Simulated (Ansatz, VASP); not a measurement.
# AlGa2N3 in two plane-wave programs, part 2 of 3

One calculation is typed for both programs; each brings its own data sets. How far apart do they land? The cell is generated by rule, not measured, and may not be a known phase. The cell is taken from a series of runs on this material, whose earlier steps may have relaxed, scaled, displaced or heated it; both programs get it as it stands.

VASP 6.6.1 and Ansatz 0.2.0.

So far: Starting point; VASP: relaxation of cell and atoms, PBEsol, pair 1.

The structure was built from a prototype and need not be the compound's stable phase.

### Step 3. Ansatz: relaxation of cell and atoms, PBEsol, pair 1

Level of this step: Ansatz beside VASP: Kohn-Sham DFT, plane waves, PBEsol (Ansatz).

Ansatz runs on its default PAW (the set named soft_2) files.

The same cell, functional and mesh now go to Ansatz, which takes its cutoff from its data sets.

The input, input.yaml:

```yaml
crystal:
  lattice:
    - [2.231299006, 2.231299006, 0.0]
    - [-2.231299006, 2.231299006, 0.0]
    - [2.231299006, 0.0, 6.6706507671]
  atoms:
    - { symbol: Al, position: [0.0, 0.0, 0.0] }
    - { symbol: Ga, position: [0.3351264689, 0.6648735311, 0.3297470621] }
    - { symbol: Ga, position: [0.6648735311, 0.3351264689, 0.6702529379] }
    - { symbol: "N", position: [0.4209218455, 0.0790781545, 0.1581563091] }
    - { symbol: "N", position: [0.75, 0.75, 0.5] }
    - { symbol: "N", position: [0.0790781545, 0.4209218455, 0.8418436909] }
kpoints:
  mp_grid: { grid: [8, 8, 8] }
hamiltonian:
  xc: pbesol
scf:
  occupations: { method: fixed }
output:
  forces: true
  stress: true
  eigenvalues: true
relax:
  adjacent_minimum: "off"
  f_tol: 0.001
  max_steps: 60
  cell: { stress_tol: 0.01 }
```

On the command line:

```console
$ ansatz run input.yaml --threads 8 --pin off --max-ram 14336MiB --backend cpu --events-out ev --progress --plain --runs-dir out
```

Numbers of over 12 decimals in the logs are rounded to 6 here.

The log of the run:

```text
Engine: ansatz 0.2.0, aarch64-unknown-linux-gnu
Pseudopotentials: kind: paw
Pseudopotential: Al, paw, valence charge 3, recommended cutoff 420 eV (normal), Al.paw.azcp
Pseudopotential: Ga, paw, valence charge 13, recommended cutoff 420 eV (normal), Ga.paw.azcp
Pseudopotential: N, paw, valence charge 5, recommended cutoff 420 eV (normal), N.paw.azcp
Functional definition: PBEsol
  exchange = pbesol_x
  correlation = pbesol_c
Crystal: 6 atoms, lattice volume = 66.422 Å³
Basis set: ecut = 420 eV, 1299 PW (Γ), exchange–correlation on 48×48×96 points (8 copies of the dense FFT grid, shifted against one another)
Bands: 28, of which v1, the nominal top of the filled ones, is band 22 counted from 1 (21 counted from 0)
Symmetry: 8 space group operations
Space group: I-4m2 (ITA 119), of the structure as read, at distance tolerance 4.0e-5 Å
k-points: 59 of 512 (time reversal used)
Non-local potential: Al, projectors of the file, l = 0: 2, l = 1: 2, l = 2: 1
Non-local potential: Ga, projectors of the file, l = 0: 2, l = 1: 2, l = 2: 3, l = 3: 1
Non-local potential: N, projectors of the file, l = 0: 2, l = 1: 2, l = 2: 1
PAW form: soft (Blöchl's): semilocal exchange-correlation on the pseudo side does not see the compensation charge
PAW frozen core: Al, regenerated for the run's functional, and the local potential with it (the file was generated under x = pbe(κ = 0.804, μ = 0.219515), c = pbe(β = 0.066725))
PAW frozen core: Ga, regenerated for the run's functional, and the local potential with it (the file was generated under x = pbe(κ = 0.804, μ = 0.219515), c = pbe(β = 0.066725))
PAW frozen core: N, regenerated for the run's functional, and the local potential with it (the file was generated under x = pbe(κ = 0.804, μ = 0.219515), c = pbe(β = 0.066725))
PAW one-centre angular grid: Al, 110 points (default); XC on 64 Gauss nodes
PAW one-centre angular grid: Ga, 590 points (default); XC on 64 Gauss nodes
PAW one-centre angular grid: N, 110 points (default); XC on 64 Gauss nodes
Initial density: superposition of atomic densities (neutral atoms: chi_scale 0, normalization atom), corrected by the library's trained network
Initial wavefunctions: pseudopotential atomic-orbital guess
Functional: x = pbesol(κ = 0.804, μ = 0.123457), c = pbesol(β = 0.046)
SCF iter   1: F=—  HF=-9151.599165 eV  |F-HF|=—  |Δ(HF+E_count)|=         —  Δρ=1.15e-2  dr2=8.84e-2  ethr=1.77e-3  ⟨swp⟩=4.7  Hψ=6047  notcnv=0  defer=227
preconditioner: auto → Resta (q_TF=auto, 2.547 Å⁻¹)  ε∞=4.6  [insulator: Δε(μ)=2.302 eV  Ē_g=15.929 eV  n_scr=20 (ndim 8)  ℏωp=30.2 eV  f_vac=0.000  ε∞_Penn≈4.6]
SCF iter   2: F=—  HF=-9151.574378 eV  |F-HF|=—  |Δ(HF+E_count)|=   2.48e-2  Δρ=1.76e-3  dr2=2.09e-3  ethr=2.01e-4  ⟨swp⟩=2.3  Hψ=2816  notcnv=0  defer=235
SCF iter   3: F=—  HF=-9151.574094 eV  |F-HF|=—  |Δ(HF+E_count)|=   2.84e-4  Δρ=8.66e-4  dr2=4.44e-4  ethr=4.75e-6  ⟨swp⟩=2.6  Hψ=2419  notcnv=0  defer=235
SCF iter   4: F=—  HF=-9151.574075 eV  |F-HF|=—  |Δ(HF+E_count)|=   1.84e-5  Δρ=2.07e-4  dr2=2.86e-5  ethr=1.01e-6  ⟨swp⟩=2.7  Hψ=2933  notcnv=0  defer=227
SCF iter   5: F=—  HF=-9151.574093 eV  |F-HF|=—  |Δ(HF+E_count)|=   1.78e-5  Δρ=1.07e-4  dr2=4.47e-6  ethr=6.51e-8  ⟨swp⟩=2.0  Hψ=2876  notcnv=0  defer=66
SCF iter   6: F=—  HF=-9151.574096 eV  |F-HF|=—  |Δ(HF+E_count)|=   2.24e-6  Δρ=2.76e-5  dr2=5.53e-7  ethr=1.02e-8  ⟨swp⟩=2.0  Hψ=2768  notcnv=0  defer=66
SCF iter   7: F=-9151.574095 eV  HF=-9151.574095 eV  |F-HF|=7.61e-9  |Δ(HF+E_count)|=   6.18e-8  Δρ=7.33e-6  dr2=3.15e-8  ethr=2.27e-10  ⟨swp⟩=9.4  Hψ=7659  notcnv=0
SCF 1 converged in 7 iterations: F = -9151.574095 eV  dr2 = 3.15e-8
  greatest PAW one-centre occupation: 0.995 electrons in one spin orbital (limit 2), on the Ga atom at site 1 (counted from 0), in its partial waves of l = 2
relax step   1: F+E_penalty+E_count = -9151.57409546 eV  Δ(F+E_penalty+E_count) = +0.000e0 eV  max|allowed force component| = 7.551e-4 eV/Å  Δτ_max = 0.0000 Å  P = +0.005 GPa  Ω = 66.422 Å³  (7 SCF iters, dr2 threshold 1.00e-7 eV, accepted)
Initial density: handed on by an earlier stage of this run
Initial wavefunctions: pseudopotential atomic-orbital guess (no wavefunctions were taken with the density)
iter 1 solved again at ethr=2.58e-8 eV; its pass at ethr=3.10e-3 eV (dr2=1.14e-5 eV) is discarded
SCF iter   1: F=—  HF=-9151.574061 eV  |F-HF|=—  |Δ(HF+E_count)|=         —  Δρ=7.34e-6  dr2=3.16e-8  ethr=2.58e-8  ⟨swp⟩=3.0  Hψ=10506  notcnv=0  defer=234
preconditioner: auto → Resta (q_TF=auto, 2.547 Å⁻¹)  ε∞=4.6  [insulator: Δε(μ)=2.385 eV  Ē_g=15.961 eV  n_scr=20 (ndim 8)  ℏωp=30.2 eV  f_vac=0.000  ε∞_Penn≈4.6]
SCF iter   2: F=—  HF=-9151.574095 eV  |F-HF|=—  |Δ(HF+E_count)|=   3.40e-5  Δρ=3.62e-6  dr2=7.25e-9  ethr=7.19e-11  ⟨swp⟩=2.0  Hψ=2876  notcnv=0  defer=133
SCF iter   3: F=—  HF=-9151.574095 eV  |F-HF|=—  |Δ(HF+E_count)|=   3.11e-9  Δρ=1.93e-6  dr2=2.04e-9  ethr=1.65e-11  ⟨swp⟩=2.6  Hψ=2895  notcnv=0  defer=133
SCF iter   4: F=—  HF=-9151.574095 eV  |F-HF|=—  |Δ(HF+E_count)|=   1.72e-9  Δρ=4.27e-7  dr2=1.06e-10  ethr=4.65e-12  ⟨swp⟩=2.7  Hψ=2886  notcnv=0  defer=133
SCF iter   5: F=—  HF=-9151.574095 eV  |F-HF|=—  |Δ(HF+E_count)|=  2.55e-11  Δρ=2.22e-7  dr2=2.98e-11  ethr=1.00e-12  ⟨swp⟩=2.0  Hψ=2834  notcnv=0  defer=133
SCF iter   6: F=-9151.574095 eV  HF=-9151.574095 eV  |F-HF|=0.00e0  |Δ(HF+E_count)|=  7.28e-12  Δρ=4.64e-8  dr2=1.35e-12  ethr=1.00e-12  ⟨swp⟩=9.3  Hψ=9261  notcnv=0
SCF 2 converged in 6 iterations: F = -9151.574095 eV  dr2 = 1.35e-12
  greatest PAW one-centre occupation: 0.995 electrons in one spin orbital (limit 2), on the Ga atom at site 2 (counted from 0), in its partial waves of l = 2
relax step   2: F+E_penalty+E_count = -9151.57409547 eV  Δ(F+E_penalty+E_count) = -1.516e-8 eV  max|allowed force component| = 6.623e-4 eV/Å  Δτ_max = 0.0000 Å  P = +0.005 GPa  Ω = 66.422 Å³  stress off target by 8.10e-3 GPa  SCF on the basis re-selected at this cell (its energy is not comparable with the rows above)  (6 SCF iters)
basis re-selected at this cell: Δ(F+E_penalty+E_count) = -1.516e-8 eV, ΔP = -0.000 GPa vs the last step (what re-selecting the basis moved, of the pressure what is left beyond the Pulay correction that the steps carried, after the strain that the cell walked since its last selection, with what the two solves' SCF thresholds leave and, on support functions, any second-order correction that the steps lacked; it is no m [...]
SCF converged after 6 iterations
Free energy (F): -9151.574095 eV
Harris-Foulkes:  -9151.574095 eV  (|F-HF|=0.00e0)
Internal energy: -9151.574095 eV  (E = F + TS)
E sigma→0 (E₀):  -9151.574095 eV
Fermi energy:    8.758029 eV
--- Per-component energies (eV) ---
  E_band       = -11.048480
  E_kinetic    = 651.893045
  E_local      = -4680.643945  (includes V_loc(G=0)·N_el)
  E_nonlocal   = 1006.568392
  E_hartree    = 2141.742602
  E_xc         = -356.027526
  E_vxc        = -375.132898  (∫ρ·V_xc dr)
  E_paw        = -4729.512331  (= ΣΔE_a)
  E_vpaw       = -897.218472  (= ΣTr[D̂ρ^β])
  E_aug_tail   = 0.000141  (compensation charges beyond the density's cutoff)
  E_ewald      = -3187.423866
  E_core_change = 1.829391  (= ΣΔE_core)
  E_smearing   = -0.000000  (= −TS)
  E_closure    = -0.000000  (closes the sum)
  Σ components = -9151.574095   (vs F -9151.574095, Δ=0.00e0)
--- Forces (eV/Å), atoms counted from 1 ---
  atom   1  Al     0.00000000    -0.00000000     0.00000000
  atom   2  Ga     0.00000000    -0.00000000     0.00011759
  atom   3  Ga     0.00000000     0.00000000    -0.00011759
  atom   4  N     -0.00000000     0.00000000     0.00066230
  atom   5  N     -0.00000000     0.00000000     0.00000000
  atom   6  N     -0.00000000     0.00000000    -0.00066230
  max |Σ_I F_I| component: 7.16e-18 eV/Å
--- Stress (GPa, compression-positive) ---
        0.008101      -0.000000       0.000000
       -0.000000       0.008101      -0.000000
        0.000000       0.000000      -0.000413
  P = ⅓ Tr σ = 0.0053 GPa (0.053 kbar)
--- Band table (eV; the first three rows and the last of 59) ---
  k-point 0: bands = [... 18 lower, 6.9292, 8.6474, 8.7580, 8.7580, 11.1427, 13.1548, 13.1557, 16.0866, ... 2 higher]
  k-point 1: bands = [... 18 lower, 7.0865, 8.4389, 8.7085, 8.7085, 11.3624, 12.7382, 13.5492, 16.0247, ... 2 higher]
  k-point 2: bands = [... 18 lower, 7.3569, 7.9682, 8.5700, 8.5700, 11.8307, 12.4409, 13.7473, 15.9264, ... 2 higher]
  k-point 58: bands = [... 18 lower, 5.9503, 6.0262, 6.0506, 6.1138, 12.4205, 12.7081, 14.8599, 15.6225, ... 2 higher]
--- Relaxed structure (1 steps of the walk, 1 accepted, 1 SCFs on fresh bases) ---
  F+E_penalty+E_count = -9151.57409547 eV   max|allowed force component| = 6.623e-4 eV/Å   (the final SCF, on the basis selected at the relaxed cell)
  cell:  # Å, volume = 66.4223 Å³
    - [2.231299006, 2.231299006, 0.0]
    - [-2.231299006, 2.231299006, 0.0]
    - [2.231299006, 0.0, 6.6706507671]
  atoms:
    - { symbol: Al, position: [0.0, 0.0, 0.0] }
    - { symbol: Ga, position: [0.33512646895, 0.66487353105, 0.329747] }
    - { symbol: Ga, position: [0.66487353105, 0.33512646895, 0.6702529379] }
    - { symbol: N, position: [0.42092184545, 0.079078, 0.1581563091] }
    - { symbol: N, position: [0.75, 0.75, 0.5] }
    - { symbol: N, position: [0.079078, 0.420922, 0.841844] }
```

Reading the cycles: dr2 is the Hartree energy of the density residual (eV), the measure of convergence; HF is the Harris–Foulkes estimate of the energy, which meets the free energy F at convergence.

### Step 4. Side by side

Known differences besides the potentials themselves: fixed occupations in Ansatz, narrow Gaussian smearing in VASP; the cutoff is 420 eV in Ansatz and 600 eV in VASP; Ansatz makes its cores anew for this functional, VASP keeps those of its PBE data sets; Ansatz adds a Pulay correction to the stress that steers its cell, VASP none. Total energies have different zeros and are not compared.

Compared:

| quantity | Ansatz | VASP | difference |
| --- | --- | --- | --- |
| volume (Å³) | 66.42 | 66.32 | +0.16 % |
| edge a after relaxation, in the typed setting (Å) | 3.155 | 3.154 | +0.05 % |
| edge c after relaxation, in the typed setting (Å) | 7.034 | 7.030 | +0.05 % |

### Step 5. VASP: relaxation of cell and atoms, PBEsol, pair 2

The relaxed volume is the usual yardstick between codes: in a stiff, nearly cubic crystal its relative difference is about their pressure difference at one cell divided by the bulk modulus.

The input, INCAR:

```
SYSTEM = AlGa2N3
PREC = Accurate
ENCUT = 600
EDIFF = 1E-07
NELM = 120
ISMEAR = 0
SIGMA = 0.1
LREAL = .FALSE.
ALGO = Normal
GGA = PS
NBANDS = 28
LORBIT = 11
LWAVE = .FALSE.
LCHARG = .FALSE.
ISIF = 3
IBRION = 2
NSW = 80
EDIFFG = -0.005
LASPH = .TRUE.
GGA_COMPAT = .FALSE.
NELMIN = 4
EFERMI = MIDGAP
KPAR = 2
```

The input, POSCAR:

```
AlGa2N3
1.0
    2.2300000000      2.2300000000      0.0000000000
   -2.2300000000      2.2300000000      0.0000000000
    2.2300000000      0.0000000000      6.6900000000
Al Ga N
1 2 3
Direct
    0.0000000000      0.0000000000      0.0000000000
    0.3333334828      0.6666665172      0.3333330344
    0.6666665172      0.3333334828      0.6666669656
    0.4166665172      0.0833334828      0.1666669656
    0.7500000000      0.7500000000      0.5000000000
    0.0833334828      0.4166665172      0.8333330344
```

The input, KPOINTS:

```
Automatic mesh
0
Gamma
6 6 6
0 0 0
```

The projector-augmented-wave data sets are Al, Ga_d and N (PBE family, release 64).

On the command line:

```console
$ mpirun -np 2 vasp_std
```

The log of the run:

```text
[banner, memory and clock lines left out]
running    2 mpi-ranks, on    1 nodes
[...]
[... a notice as in an earlier step ...]

 LDA part: xc-table for (Slater+PW92), standard interpolation
 POSCAR, INCAR and KPOINTS ok, starting setup
[...]
entering main loop
       N       E                     dE             d eps       ncg     rms          rms(c)
DAV:   1     0.416908218235E+03    0.41691E+03   -0.23073E+04  1788   0.275E+03
DAV:   2     0.147672788527E+02   -0.40214E+03   -0.38600E+03  1848   0.603E+02
DAV:   3    -0.441924453510E+02   -0.58960E+02   -0.57580E+02  1920   0.178E+02
DAV:   4    -0.476324363266E+02   -0.34400E+01   -0.34233E+01  2408   0.441E+01
[...]
DAV:  14    -0.417884649459E+02   -0.49185E-07   -0.76124E-06  1956   0.236E-02    0.487E-03
DAV:  15    -0.417884648192E+02    0.12674E-06   -0.92335E-07  2372   0.113E-02    0.310E-03
DAV:  16    -0.417884647830E+02    0.36116E-07   -0.27852E-07  1560   0.400E-03
   1 F= -.41788465E+02 E0= -.41788465E+02  d E =-.417885E+02
[... from here on, the cycles between the ionic steps are left out ...]
   2 F= -.41834516E+02 E0= -.41834516E+02  d E =-.460513E-01
   3 F= -.41835191E+02 E0= -.41835191E+02  d E =-.467266E-01
   4 F= -.41847564E+02 E0= -.41847564E+02  d E =-.123724E-01
   5 F= -.41847610E+02 E0= -.41847610E+02  d E =-.124189E-01
   6 F= -.41847653E+02 E0= -.41847653E+02  d E =-.425094E-04
   7 F= -.41847658E+02 E0= -.41847658E+02  d E =-.474518E-04
   8 F= -.41847680E+02 E0= -.41847680E+02  d E =-.217962E-04
 trial-energy change:   -0.000022  1 .order   -0.000019   -0.000048    0.000010
 step:   0.8953(harm=  0.8583)  dis= 0.00012  next Energy=   -41.847680 (dE=-0.224E-04)
 reached required accuracy - stopping structural energy minimisation
```

From OUTCAR (step 5):

```text
  Total        0.0213271      0.0213271      0.0170018      0.0000000      0.0000000      0.0000000
  in kB        0.5153245      0.5153245      0.4108145      0.0000000      0.0000000      0.0000000
  external PRESSURE =       0.4804878 kB  Pullay stress =       0.0000000 kB

 POSITION                                       TOTAL-FORCE (eV/Angst)
 -----------------------------------------------------------------------------------
      0.00000      2.23032      6.66493        -0.000000      0.000000      0.000000
     -0.00000      2.23032      2.19822        -0.000000     -0.000000     -0.003043
      2.23032      2.23032      4.46671         0.000000     -0.000000      0.003043
      1.11516      1.11516      1.05483        -0.000000      0.000000     -0.001986
      1.11516      3.34548      3.33246        -0.000000      0.000000      0.000000
      1.11516      1.11516      5.61010         0.000000      0.000000      0.001986
 -----------------------------------------------------------------------------------
    total drift:                               -0.000000      0.000000     -0.000000

  FREE ENERGIE OF THE ION-ELECTRON SYSTEM (eV)
  ---------------------------------------------------
  free  energy   TOTEN  =       -41.8476795022 eV

  energy  without entropy=      -41.8476795022  energy(sigma->0) =      -41.84767950

[... 1 part as in an earlier step ...]

[... 3 further parts left out ...]
[key lines of the parts left out:]
E-fermi :   6.6680
```

### Step 6. Ansatz: relaxation of cell and atoms, PBEsol, pair 2

The same cell, functional, mesh and smearing now go to Ansatz, which takes its cutoff from its data sets.

The cell is taken from a series of runs on this material, whose earlier steps may have relaxed, scaled, displaced or heated it; both programs get it as it stands.

The input, input.yaml:

```yaml
crystal:
  lattice:
    - [2.23, 2.23, 0.0]
    - [-2.23, 2.23, 0.0]
    - [2.23, 0.0, 6.69]
  atoms:
    - { symbol: Al, position: [0.0, 0.0, 0.0] }
    - { symbol: Ga, position: [0.333333, 0.666667, 0.333333] }
    - { symbol: Ga, position: [0.666667, 0.333333, 0.666667] }
    - { symbol: "N", position: [0.416667, 0.083333, 0.166667] }
    - { symbol: "N", position: [0.75, 0.75, 0.5] }
    - { symbol: "N", position: [0.083333, 0.416667, 0.833333] }
kpoints:
  mp_grid: { grid: [6, 6, 6] }
hamiltonian:
  xc: pbesol
scf:
  occupations: { method: gaussian, width: 0.1 }
output:
  forces: true
  stress: true
  eigenvalues: true
relax:
  adjacent_minimum: "off"
  f_tol: 0.05
  max_steps: 80
  cell: { stress_tol: 0.5 }
```

On the command line:

```console
$ ansatz run input.yaml --threads 8 --pin off --max-ram 14336MiB --backend cpu --events-out ev --progress --plain --runs-dir out
```

The log of the run:

```text
[...]
cell:  # Å, volume = 66.3658 Å³
    - [2.229814, 2.229814, 0]
    - [-2.229814, 2.229814, 0]
    - [2.229814, 0, 6.673856]
  atoms:
    - { symbol: Al, position: [0, 0, 0] }
    - { symbol: Ga, position: [0.335119, 0.664881, 0.329763] }
    - { symbol: Ga, position: [0.664881, 0.335119, 0.670237] }
    - { symbol: N, position: [0.420949, 0.079051, 0.158102] }
    - { symbol: N, position: [0.750000, 0.750000, 0.5] }
    - { symbol: N, position: [0.079051, 0.420949, 0.841898] }
[key lines of the parts left out:]
SCF converged after 4 iterations
Free energy (F): -9151.570663 eV
Fermi energy:    9.967903 eV
P = ⅓ Tr σ = 0.1663 GPa (1.663 kbar)
```

### Step 7. Comparison

The two programs side by side:

| quantity | Ansatz | VASP | difference |
| --- | --- | --- | --- |
| volume (Å³) | 66.37 | 66.31 | +0.09 % |
| edge a after relaxation, in the typed setting (Å) | 3.153 | 3.154 | -0.03 % |
| edge c after relaxation, in the typed setting (Å) | 7.037 | 7.028 | +0.12 % |

(Continued in part 3 of 3.)

[Lines on the potential files, build, host, timing and source positions are cut from VASP's logs without a mark.]

[Logs are printed without paths, hosts, clocks, repeated set-up lines and the standing remarks that a program may print on its own settings, such as how far it seeks lower states.]

[Hosts, paths, dates, database ids (printed as entryN), source tags and the programs' standing remarks are cut or masked in the printed files.]
